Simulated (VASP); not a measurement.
Here is a VASP 6.6.1 calculation.

File INCAR:

```
PREC = Accurate ; ENCUT = 520
EDIFF = 1E-6 ; ISMEAR = 0
SIGMA = 0.1 ; LREAL = F
LASPH = T ; NELM = 100
ALGO = Fast ; ISIF = 2
LWAVE = F ; LCHARG = T
GGA = PE ; LELF = T
LVHAR = T ; NBANDS = 26
```

The input KPOINTS:

```
regular mesh
0
Gamma
  12 12 4
```

The input POSCAR:

```
Be2BiSb3
1.0
    3.9008823588      0.0000000000      0.0000000000
   -1.9504411794      3.3782632199      0.0000000000
    0.0000000000      0.0000000000     10.2451817973
Be Sb Bi
2 3 1
Direct
    0.3333333333      0.6666666667      0.6526808207
    0.6666666667      0.3333333333      0.3473191793
    0.0000000000      0.0000000000      0.5000000000
    0.3333333333      0.6666666667      0.2293132477
    0.6666666667      0.3333333333      0.7706867523
    0.0000000000      0.0000000000      0.0000000000
```

Potentials or basis: VASP PAW PBE potentials, release 64 (Be, Sb, Bi_d).

Command:

```sh
$ cat potpaw_PBE.64/Be/POTCAR potpaw_PBE.64/Sb/POTCAR potpaw_PBE.64/Bi_d/POTCAR > POTCAR
$ mpirun -np 1 vasp_std > vasp.out
```

Estimate the largest force.

0.019 eV/Å.

What does it give for the band gap on the k mesh?

None (metal or under the smearing width).

Forces on the atoms (eV/Å):
```
Be   0.000  0.000 -0.008
Be   0.000  0.000  0.008
Sb   0.000  0.000  0.000
Sb   0.000  0.000 -0.019
Sb   0.000  0.000  0.019
Bi   0.000  0.000  0.000
```

Caveat: spin-orbit coupling is left out, which moves the levels of the heavy elements.
